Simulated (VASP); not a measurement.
# TaGa2 (Fm-3m) in VASP: notebook

The runs below take TaGa2 through single point, with PBEsol.

Everything below comes from runs of VASP 6.6.1. Logs are shortened: lines on timing, memory, paths and dates and some standing lists are left out, and cuts for length are marked.

## 1. The crystal as given

The structure is cubic, space group Fm-3m (No. 225). The conventional cell has a = 5.885 Å, b = 5.885 Å, c = 5.885 Å, α = 90.00°, β = 90.00°, γ = 90.00°. Ta (site symmetry m-3m) has 8 Ga at 2.55 Å as nearest neighbours. Ga (site symmetry -43m) is surrounded by 4 Ta at 2.55 Å.

The cell comes from a database or a generator and needn't be the stable form of this composition.

## 2. Single point, PBEsol

The input, INCAR:

```
SYSTEM = TaGa2
PREC     = Accurate       ! precision mode
ENCUT    = 520            ! plane-wave cutoff, eV
EDIFF    = 1E-7           ! SCF threshold, eV
ISMEAR   = 0              ! smearing method
SIGMA    = 0.05           ! smearing width, eV
LREAL    = .False.        ! projectors in reciprocal space
LASPH    = .True.         ! aspherical terms in the spheres
NELM     = 80             ! most SCF steps
ALGO     = Normal         ! electronic algorithm
ISIF     = 2              ! what is computed and relaxed
LWAVE    = .False.        ! write WAVECAR
LCHARG   = .True.         ! write CHGCAR
GGA      = PS             ! functional
LELF     = .True.         ! ELF
LVHAR    = .True.       
NBANDS   = 26             ! bands
```

The input, KPOINTS:

```
regular mesh
0
Gamma
  10 10 10
  0 0 0
```

The input, POSCAR:

```
TaGa2
1.0
    0.0000000000      2.9426129454      2.9426129454
    2.9426129454      0.0000000000      2.9426129454
    2.9426129454      2.9426129454      0.0000000000
Ta Ga
1 2
Direct
    0.0000000000      0.0000000000      0.0000000000
    0.2500000000      0.2500000000      0.2500000000
    0.7500000000      0.7500000000      0.7500000000
```

Potentials or basis: VASP PAW PBE potentials, release 64 (Ta_pv, Ga_d).

The run is started by

```console
$ cat potpaw_PBE.64/Ta_pv/POTCAR potpaw_PBE.64/Ga_d/POTCAR > POTCAR
$ mpirun -np 1 vasp_std > vasp.out
```

OUTCAR:

```text
SYSTEM = TaGa2
   PREC = Accurate
   ENCUT = 520
   EDIFF = 1E-7
   ISMEAR = 0
   LREAL = .False.
   LASPH = .True.
   NELM = 80
   ISIF = 2
   GGA = PS

 ion  position               nearest neighbor table
   1  0.000  0.000  0.000-   3 2.55   3 2.55   3 2.55   2 2.55   2 2.55   2 2.55   3 2.55   2 2.55

   2  0.250  0.250  0.250-   1 2.55   1 2.55   1 2.55   1 2.55
   3  0.750  0.750  0.750-   1 2.55   1 2.55   1 2.55   1 2.55

  LATTYP: Found a face centered cubic cell.
 ALAT       =     5.8852258908

  Lattice vectors:

 A1 = (   0.0000000000,   2.9426129454,   2.9426129454)
 A2 = (   2.9426129454,   0.0000000000,   2.9426129454)
 A3 = (   2.9426129454,   2.9426129454,   0.0000000000)

Analysis of symmetry for initial positions (statically):
=====================================================================
 Subroutine PRICEL returns:
 Original cell was already a primitive cell.

 Routine SETGRP: Setting up the symmetry group for a
 face centered cubic supercell.

 Subroutine GETGRP returns: Found 48 space group operations
 (whereof 48 operations were pure point group operations)
 out of a pool of 48 trial point group operations.

The static configuration has the point symmetry O_h .

Analysis of symmetry for dynamics (positions and initial velocities):
=====================================================================
 Subroutine PRICEL returns:
 Original cell was already a primitive cell.

 Routine SETGRP: Setting up the symmetry group for a
 face centered cubic supercell.

 Subroutine GETGRP returns: Found 48 space group operations
 (whereof 48 operations were pure point group operations)
 out of a pool of 48 trial point group operations.

The dynamic configuration has the point symmetry O_h .

 Subroutine INISYM returns: Found 48 space group operations
 (whereof 48 operations are pure point group operations),
 and found     1 'primitive' translations

----------------------------------------------------------------------------------------

                                     Primitive cell

  volume of cell :      50.9600

  direct lattice vectors                    reciprocal lattice vectors
     0.000000000  2.942612945  2.942612945    -0.169917012  0.169917012  0.169917012
     2.942612945  0.000000000  2.942612945     0.169917012 -0.169917012  0.169917012
     2.942612945  2.942612945  0.000000000     0.169917012  0.169917012 -0.169917012

[... 83 lines left out ...]
   ENCUT  =  520.0 eV  38.22 Ry    6.18 a.u.   7.74  7.74  7.74*2*pi/ulx,y,z
   NELM   =     80;   NELMIN=  2; NELMDL= -5     # of ELM steps
   EDIFF  = 0.1E-06   stopping-criterion for ELM
   LREAL  =      F    real-space projection
   EDIFFG = 0.1E-05   stopping-criterion for IOM
   NSW    =      0    number of steps for IOM
   IBRION =     -1    ionic relax: 0-MD 1-quasi-New 2-CG
   NFREE  =      0    steps in history (QN), initial steepest desc. (CG)
   ISIF   =      2    stress and relaxation
   ISYM   =      2    0-nonsym 1-usesym 2-fastsym
   POTIM  = 0.5000    time-step for ionic-motion
   TEBEG  =    0.0;   TEEND  =   0.0 temperature during run
   PSTRESS=    0.0 pullay stress
   NELECT =      37.0000    total number of electrons
   NUPDOWN=      -1.0000    fix difference up-down
   EMIN   =  10.00;   EMAX   =-10.00  energy-range for DOS
   EFERMI =   0.00;   METHOD = LEGACY
   ISMEAR =     0;   SIGMA  =   0.05  broadening in eV -4-tet -1-fermi 0-gaus
   EFERMI_NEDOS =   21; number of points for ismear=-14 and -15
   IALGO  =     38    algorithm
   IMIX   =      4    mixing-type and parameters
     AMIX     =   0.40;   BMIX     =  1.00
     AMIX_MAG =   1.60;   BMIX_MAG =  1.00
  volume/ion in A,a.u.               =      16.99       114.63
  Fermi-wavevector in a.u.,A,eV,Ry     =   1.471405  2.780553 29.457063  2.165033
  Thomas-Fermi vector in A             =   2.586545
   LORBIT       =      0    0 simple, 1 ext, 2 COOP (PROOUT), +10 PAW based schemes
   GGA     = PS    functional components
   LHFCALC =     F    Hartree Fock is set to
   AEXX    =    0.0000 exact exchange contribution
   IVDW    =     0    specifies the selected vdW correction
   LEPSILON=     F    determine dielectric tensor
   LRPA    =     F    only Hartree local field effects (RPA)
 non-spin polarized calculation
 Gauss-broadening in eV      SIGMA  =   0.05
  energy-cutoff  :      520.00
  volume of cell :       50.96
 maximum number of plane-waves:      1390
   NGX = 15   NGY = 15   NGZ = 15

 number of electron      37.0000014 magnetization

 Free energy of the ion-electron system (eV)
  ---------------------------------------------------
  ext. energy  EPLUGINS =         0.00000000
  ---------------------------------------------------
  free energy    TOTEN  =       -17.50440367 eV

  energy without entropy =      -17.50305861  energy(sigma->0) =      -17.50373114

 E-fermi :   6.2391     XC(G=0): -11.9806

 val. band max:        6.2178236789   @ k =   0.5000   0.4000   0.1000
 cond. band min:       6.2695114201   @ k =   0.1000   0.0000   0.0000
 fundamental gap:      0.0516877411
 Fermi energy:         6.2391025054

 k-point     1 :       0.0000    0.0000    0.0000
  band No.  band energies     occupation
      1     -28.3744      2.00000
      2     -28.3744      2.00000
      3     -28.3744      2.00000
      4      -8.8110      2.00000
      5      -8.8110      2.00000
      6      -8.6644      2.00000
[... 685 lines left out ...]
     25      15.1302      0.00000
     26      15.2576      0.00000

 [... further k-points ...]

------------------------ aborting loop because EDIFF is reached ----------------------------------------

  FORCE on cell =-STRESS in cart. coord.  units (eV):
  Direction    XX          YY          ZZ          XY          YZ          ZX
  --------------------------------------------------------------------------------------
  -------------------------------------------------------------------------------------
  Total        5.6252331      5.6252331      5.6252331     -0.0000000      0.0000000      0.0000000
  in kB      176.8567701    176.8567701    176.8567701     -0.0000000      0.0000000      0.0000000
  external PRESSURE =     176.8567701 kB  Pullay stress =       0.0000000 kB

 VOLUME and BASIS-vectors are now :
 -----------------------------------------------------------------------------
  energy-cutoff  :      520.00
  volume of cell :       50.96
      direct lattice vectors                 reciprocal lattice vectors
     0.000000000  2.942612945  2.942612945    -0.169917012  0.169917012  0.169917012
     2.942612945  0.000000000  2.942612945     0.169917012 -0.169917012  0.169917012
     2.942612945  2.942612945  0.000000000     0.169917012  0.169917012 -0.169917012

 POSITION                                       TOTAL-FORCE (eV/Angst)
 -----------------------------------------------------------------------------------
      0.00000      0.00000      0.00000         0.000000      0.000000      0.000000
      1.47131      1.47131      1.47131         0.000000     -0.000000      0.000000
      4.41392      4.41392      4.41392        -0.000000      0.000000     -0.000000
 -----------------------------------------------------------------------------------
    total drift:                               -0.000000     -0.000000      0.000000

  FREE ENERGIE OF THE ION-ELECTRON SYSTEM (eV)
  ---------------------------------------------------
  free  energy   TOTEN  =       -17.5044036694 eV

  energy  without entropy=      -17.5030586136  energy(sigma->0) =      -17.50373114
```

OSZICAR:

```text
N       E                     dE             d eps       ncg     rms          rms(c)
DAV:   1     0.263490594481E+03    0.26349E+03   -0.18539E+04  2638   0.243E+03
DAV:   2     0.579799650655E+01   -0.25769E+03   -0.25174E+03  2644   0.475E+02
DAV:   3    -0.174825923509E+02   -0.23281E+02   -0.22883E+02  2840   0.125E+02
DAV:   4    -0.180735410816E+02   -0.59095E+00   -0.58394E+00  2894   0.201E+01
DAV:   5    -0.180853182780E+02   -0.11777E-01   -0.11762E-01  3068   0.287E+00    0.146E+01
DAV:   6    -0.175764558639E+02    0.50886E+00   -0.12494E+00  3010   0.793E+00    0.663E+00
DAV:   7    -0.175143560717E+02    0.62100E-01   -0.14680E-01  3382   0.403E+00    0.226E+00
DAV:   8    -0.175044859272E+02    0.98701E-02   -0.12056E-02  2902   0.799E-01    0.132E-01
DAV:   9    -0.175043704046E+02    0.11552E-03   -0.13292E-03  3090   0.496E-01    0.470E-02
DAV:  10    -0.175044033838E+02   -0.32979E-04   -0.87922E-05  2684   0.760E-02    0.223E-02
DAV:  11    -0.175044036804E+02   -0.29667E-06   -0.11981E-05  2856   0.245E-02    0.324E-03
DAV:  12    -0.175044036694E+02    0.11009E-07   -0.71196E-07  3354   0.624E-03
   1 F= -.17504404E+02 E0= -.17503731E+02  d E =-.134506E-02
```

stdout:

```text
POSCAR found type information on POSCAR TaGa
 POSCAR found :  2 types and       3 ions
 scaLAPACK will be used
 -----------------------------------------------------------------------------
|                                                                             |
|                                                                             |
|     You enforced a specific xc type in the INCAR file but a different       |
|     I HOPE YOU KNOW WHAT YOU ARE DOING!                                     |
|                                                                             |
 -----------------------------------------------------------------------------

 LDA part: xc-table for (Slater+PW92), standard interpolation
 POSCAR, INCAR and KPOINTS ok, starting setup
 FFT: planning ... GRIDC
 FFT: planning ... GRID_SOFT
 FFT: planning ... GRID
 WAVECAR not read
 entering main loop
```

Wall time 24 s (1 thread of Intel Xeon 6975P-C (Granite Rapids), shared host); peak memory 0.2 GiB.

Results:

```yaml
Free_energy: -17.5044 eV
Pressure: 17.7 GPa
Band_gap_on_the_k_mesh: none (metal or under the smearing width)
```

Caveat: so large a pressure means that the cell lies far from this level's equilibrium, or that cutoff or potentials fall short; the potentials were made for another functional, which shifts forces and pressure.

## 3. Single point, PBEsol

This run uses another cell than the first one, of 20.08 Å³/atom, 1.182 times its volume.

The input, INCAR:

```
ALGO = Fast
EDIFF = 1E-7
ENCUT = 520
GGA = PS
ISIF = 2
ISMEAR = 0
LASPH = True
LCHARG = True
LELF = True
LREAL = False
LVHAR = True
LWAVE = False
NBANDS = 26
NELM = 100
PREC = Accurate
SIGMA = 0.05
```

The input, KPOINTS:

```
k-points
0
Gamma
  10 10 10
```

The input, POSCAR:

```
TaGa2
1.0
    0.0000000000      3.1113488517      3.1113488517
    3.1113488517      0.0000000000      3.1113488517
    3.1113488517      3.1113488517      0.0000000000
Ta Ga
1 2
Direct
    0.0000000000      0.0000000000      0.0000000000
    0.2500000000      0.2500000000      0.2500000000
    0.7500000000      0.7500000000      0.7500000000
```

Potentials or basis: VASP PAW PBE potentials, release 64 (Ta_pv, Ga_d).

The run is started by

```console
$ cat potpaw_PBE.64/Ta_pv/POTCAR potpaw_PBE.64/Ga_d/POTCAR > POTCAR
$ mpirun -np 1 vasp_std > vasp.out
```

It took 58 s on 1 thread of Intel Xeon 6975P-C (Granite Rapids), shared host; peak memory 0.25 GiB.

Results (log left out):

```yaml
Free_energy: -17.8225 eV
Pressure: -3.4 GPa
Band_gap_on_the_k_mesh: none (metal or under the smearing width)
```

Levels at points of the mesh, in eV from the Fermi level:
```
           k point  band 15  band 16  band 17  band 18  band 19  band 20  band 21  band 22
(0.00, 0.00, 0.00)    -2.76    -2.76    -2.76    -0.93     0.27     0.27     5.35     5.35
(0.50, 0.00, 0.00)    -6.41    -2.09    -2.09    -0.70     0.64     0.64     1.53     1.53
(0.50, 0.50, 0.00)    -5.53    -4.97    -1.27    -1.27     0.01     0.12     0.12     0.87
```

Caveat: the PAW data sets were made with another functional, which shifts forces and pressure a little. Spin-orbit coupling is left out, which matters for the levels of Ta.
